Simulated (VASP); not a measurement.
Output of a VASP run:

OUTCAR:
```
 ion  position               nearest neighbor table
   1  0.000  0.000  0.000-
   2  0.500  0.500  0.500-   3 2.55   3 2.55   3 2.55   4 2.55   4 2.55   4 2.55   4 2.55   3 2.55
  LATTYP: Found a face centered cubic cell.
 ALAT       =     5.8933320000
 Subroutine PRICEL returns:
 Original cell was already a primitive cell.
 Subroutine GETGRP returns: Found 48 space group operations
The static configuration has the point symmetry O_h .
The dynamic configuration has the point symmetry O_h .
The overall configuration has the point symmetry O_h .
 Subroutine INISYM returns: Found 48 space group operations
 Subroutine IBZKPT returns following result:
 Found     16 irreducible k-points:

 Following reciprocal coordinates:
            Coordinates               Weight
  0.000000  0.000000  0.000000      1.000000
  0.166667  0.000000  0.000000      8.000000
  0.333333  0.000000  0.000000      8.000000
  0.500000  0.000000  0.000000      4.000000
  0.166667  0.166667  0.000000      6.000000
  0.333333  0.166667  0.000000     24.000000
  0.500000  0.166667  0.000000     24.000000
 -0.333333  0.166667  0.000000     24.000000
 -0.166667  0.166667  0.000000     12.000000
  0.333333  0.333333  0.000000      6.000000
  0.500000  0.333333  0.000000     24.000000
 -0.333333  0.333333  0.000000     12.000000
  0.500000  0.500000  0.000000      3.000000
  0.500000  0.333333  0.166667     24.000000
 -0.333333  0.333333  0.166667     24.000000
 -0.333333  0.500000  0.166667     12.000000
   k-points           NKPTS =     16   k-points in BZ     NKDIM =     16   number of bands    NBANDS=     24
   number of dos      NEDOS =    301   number of ions     NIONS =      4
   total plane-waves  NPLWV =  32768
   dimension x,y,z NGX =    32 NGY =   32 NGZ =   32
   dimension x,y,z NGXF=    64 NGYF=   64 NGZF=   64
   ions per type =               1   3
   PREC   = accura    normal or accurate (medium, high low for compatibility)
   ISTART =      0    job   : 0-new  1-cont  2-samecut
   ICHARG =      2    charge: 1-file 2-atom 10-const
   ISPIN  =      2    spin polarized calculation?
   LNONCOLLINEAR =      F non collinear calculations
   LSORBIT =      F    spin-orbit coupling
   INIWAV =      1    electr: 0-lowe 1-rand  2-diag
   ENCUT  =  520.0 eV  38.22 Ry    6.18 a.u.   7.75  7.75  7.75*2*pi/ulx,y,z
   NELM   =    100;   NELMIN=  2; NELMDL= -5     # of ELM steps
   EDIFF  = 0.1E-05   stopping-criterion for ELM
   LREAL  =      F    real-space projection
   NLSPLINE    = F    spline interpolate recip. space projectors
   LMAXMIX     =    4 max onsite mixed and CHGCAR
   VOSKOWN=      0    Vosko Wilk Nusair interpolation
   EDIFFG = 0.1E-04   stopping-criterion for IOM
   NSW    =      0    number of steps for IOM
   NBLOCK =      1;   KBLOCK =      1    inner block; outer block
   IBRION =     -1    ionic relax: 0-MD 1-quasi-New 2-CG
   NFREE  =      0    steps in history (QN), initial steepest desc. (CG)
   ISIF   =      2    stress and relaxation
   ISYM   =      2    0-nonsym 1-usesym 2-fastsym
   TEIN   =    0.0    initial temperature
   TEBEG  =    0.0;   TEEND  =   0.0 temperature during run
   SMASS  =  -3.00    Nose mass-parameter (am)
   PSTRESS=    0.0 pullay stress
   NELECT =      29.0000    total number of electrons
   EFERMI =   0.00;   METHOD = LEGACY
   ISMEAR =     0;   SIGMA  =   0.05  broadening in eV -4-tet -1-fermi 0-gaus
   IALGO  =     38    algorithm
   LDIAG  =      T    sub-space diagonalisation (order eigenvalues)
   IMIX   =      4    mixing-type and parameters
     AMIX     =   0.40;   BMIX     =  1.00
     AMIX_MAG =   1.60;   BMIX_MAG =  1.00
     AMIN     =   0.10
   GGA     = PE    functional components
   VOSKOWN =     0    Vosko Wilk Nusair interpolation
   LHFCALC =     F    Hartree Fock is set to
   LHFONE  =     F    Hartree Fock one center treatment
   AEXX    =    0.0000 exact exchange contribution
   IVDW    =     0    specifies the selected vdW correction
   LEPSILON=     F    determine dielectric tensor
...
```

OSZICAR:
```
       N       E                     dE             d eps       ncg     rms          rms(c)
DAV:   1     0.191034043386E+03    0.19103E+03   -0.12751E+04  1536   0.146E+03
DAV:   2    -0.144474755926E+02   -0.20548E+03   -0.19379E+03  1544   0.298E+02
DAV:   3    -0.321292328242E+02   -0.17682E+02   -0.15769E+02  2048   0.951E+01
DAV:   4    -0.327919478988E+02   -0.66272E+00   -0.65787E+00  1576   0.195E+01
DAV:   5    -0.328012287222E+02   -0.92808E-02   -0.92790E-02  1744   0.210E+00    0.198E+01
DAV:   6    -0.415469658328E+02   -0.87457E+01   -0.51446E+01  2128   0.125E+02    0.482E+01
DAV:   7    -0.334321139489E+02    0.81149E+01   -0.75805E+01  1944   0.113E+02    0.335E+01
DAV:   8    -0.282622493811E+02    0.51699E+01   -0.15951E+01  2048   0.604E+01    0.535E+00
DAV:   9    -0.285178195478E+02   -0.25557E+00   -0.19029E+00  1640   0.134E+01    0.444E+00
DAV:  10    -0.285400068125E+02   -0.22187E-01   -0.10468E-01  2024   0.357E+00    0.304E+00
DAV:  11    -0.285428606474E+02   -0.28538E-02   -0.66242E-02  2264   0.217E+00    0.146E+00
DAV:  12    -0.285375521307E+02    0.53085E-02   -0.31550E-02  2176   0.221E+00    0.855E-01
DAV:  13    -0.285419585338E+02   -0.44064E-02   -0.65633E-03  1992   0.112E+00    0.362E-01
DAV:  14    -0.285416460482E+02    0.31249E-03   -0.29150E-03  2088   0.749E-01    0.149E-01
DAV:  15    -0.285416596440E+02   -0.13596E-04   -0.50313E-04  1984   0.235E-01    0.569E-02
DAV:  16    -0.285416739554E+02   -0.14311E-04   -0.46830E-05  1776   0.554E-02    0.335E-02
DAV:  17    -0.285416771574E+02   -0.32020E-05   -0.10061E-05  1904   0.368E-02    0.207E-02
DAV:  18    -0.285416763594E+02    0.79805E-06   -0.42885E-06  1496   0.276E-02
   1 F= -.28541676E+02 E0= -.28538526E+02  d E =-.629986E-02  mag=     9.4263
```

### OUTCAR
```
------------------------ aborting loop because EDIFF is reached ----------------------------------------
  FORCE on cell =-STRESS in cart. coord.  units (eV):
  Direction    XX          YY          ZZ          XY          YZ          ZX
  --------------------------------------------------------------------------------------
  Total       -5.5864223     -5.5864223     -5.5864223     -0.0000000      0.0000000     -0.0000000
  in kB     -174.9128092   -174.9128092   -174.9128092     -0.0000000      0.0000000     -0.0000000
  external PRESSURE =    -174.9128092 kB  Pullay stress =       0.0000000 kB
  volume of cell :       51.17
      direct lattice vectors                 reciprocal lattice vectors
     0.000000000  2.946666000  2.946666000    -0.169683296  0.169683296  0.169683296
     2.946666000  0.000000000  2.946666000     0.169683296 -0.169683296  0.169683296
     2.946666000  2.946666000  0.000000000     0.169683296  0.169683296 -0.169683296
 POSITION                                       TOTAL-FORCE (eV/Angst)
 -----------------------------------------------------------------------------------
      0.00000      0.00000      0.00000        -0.000000     -0.000000      0.000000
      2.94667      2.94667      2.94667        -0.000000     -0.000000      0.000000
      1.47333      1.47333      1.47333        -0.000000     -0.000000     -0.000000
      4.42000      4.42000      4.42000         0.000000      0.000000      0.000000
 -----------------------------------------------------------------------------------
    total drift:                               -0.000000     -0.000000      0.000000
  FREE ENERGIE OF THE ION-ELECTRON SYSTEM (eV)
  ---------------------------------------------------
  free  energy   TOTEN  =       -28.5416763594 eV

  energy  without entropy=      -28.5353764948  energy(sigma->0) =      -28.53852643

 total charge

# of ion       s       p       d       tot
------------------------------------------
    1        1.328   2.053   0.000   3.381
    2        0.441   0.324   6.268   7.033
    3        0.366   0.319   6.121   6.805
    4        0.366   0.319   6.121   6.805
--------------------------------------------------
tot          2.500   3.014  18.510  24.024

 magnetization (x)

# of ion       s       p       d       tot
------------------------------------------
    1        0.026   0.352   0.000   0.378
    2       -0.036   0.004   2.791   2.759
    3        0.002  -0.008   3.053   3.047
    4        0.002  -0.008   3.053   3.047
--------------------------------------------------
tot         -0.005   0.339   8.896   9.231
```
(Selected blocks of OUTCAR.)

**POSCAR**
```
Fe3N
1
    0.0000000000     2.9466660000     2.9466660000
    2.9466660000     0.0000000000     2.9466660000
    2.9466660000     2.9466660000     0.0000000000
N Fe
1 3
Direct
  0.0000000000   0.0000000000   0.0000000000
  0.5000000000   0.5000000000   0.5000000000
  0.2500000000   0.2500000000   0.2500000000
  0.7500000000   0.7500000000   0.7500000000
```

Task: Reconstruct the remaining input files.

Result: This is not unique; one that fits is the input of the run itself, PBE GGA, plane waves, VASP's PBE PAW potentials (set 64).

KPOINTS:
```
Automatic mesh
0
Gamma
6 6 6
0 0 0
```

### INCAR
```
SIGMA=0.05
LREAL=F   # projection in real space or not
NELM=100   # most electronic steps
PREC=Accurate
LASPH=T
ISMEAR=0   # Gaussian
LWAVE=F
LCHARG=F
ALGO=Normal
LMAXMIX=4
MAGMOM=0.0 3*4.0
ISIF=2   # forces and stress, cell fixed
ENCUT=520   # plane-wave cut-off (eV)
EDIFF=1E-6   # SCF stop (eV)
ISPIN=2
LORBIT=10
SYSTEM=Fe3N
GGA=PE   # PBE
```

POTCAR, in this order: N Fe (PBE.64 set). Program: vasp_std.

The moments were started parallel, and other spin orders were not tried in this run.

The structure was generated: Fe3N was put into the D03 type (Fm-3m), which need not be its known phase. The cell was not relaxed at this level. The k-mesh is coarse (spacing up to 0.31 per Å, 2π included), so the numbers may not be converged in it.
